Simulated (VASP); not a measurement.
TiMoSe4:

```
Ti Mo Se
1.0
     3.42000    0.00000    0.00000
    -1.71000    2.96181    0.00000
     0.00000    0.00000   13.68000
Ti Mo Se
1 1 4
Direct
  0.00000 0.00000 0.00000
  0.00000 0.00000 0.50000
  0.66667 0.33333 0.88600
  0.33333 0.66667 0.11400
  0.66667 0.33333 0.38300
  0.33333 0.66667 0.61700
```

The cell was built by a generator and needn't be a form met in nature.

- Program: VASP 6.6.1
- Task: relaxation of cell and atoms
- Functional: PBE
- Potentials or basis: VASP PAW PBE potentials, release 64 (Ti_sv, Mo_sv, Se)
- Cutoff: 520 eV
- k mesh: 5 × 5 × 1
- Occupations: gaussian, width 0.15 eV
- Spin: no spin polarisation

At the start: pressure 2.9 GPa; volume 23.09 Å³/atom.

Task: How do energy, volume and symmetry change on relaxing?

Result: Over 7 steps the energy falls by 9.4 meV/atom and the volume is 23.65 Å³/atom (+2.4 %); space group P-3m1 (No. 164, to 0.05 Å).

The path:
```csv
step,energy change (eV),largest force (eV/Å),pressure (GPa),volume (Å³)
1,0.0000,0.6958,2.89,138.57
2,0.0245,0.6271,-3.66,147.08
3,-0.0539,0.0587,-0.35,142.33
4,-0.0540,0.0748,-0.33,142.21
5,-0.0538,0.1052,-0.12,142.03
6,-0.0541,0.0888,0.09,142.14
7,-0.0563,0.0542,-0.11,141.88
```

Final structure:
```
CELL_PARAMETERS angstrom
3.43465 0.00000 0.00000
-1.71732 2.97449 0.00000
0.00000 0.00000 13.88735
ATOMIC_POSITIONS crystal
Ti 0.00000 0.00000 0.00000
Mo 0.00000 0.00000 0.50000
Se 0.66667 0.33333 0.88522
Se 0.33333 0.66667 0.11478
Se 0.66667 0.33333 0.38179
Se 0.33333 0.66667 0.61821
```

Caveat: the k mesh is coarse (spacing up to 0.46 Å⁻¹), so the values aren't converged; this functional lacks dispersion, which binds the layers, so the pressure and a relaxed spacing across them are unreliable.
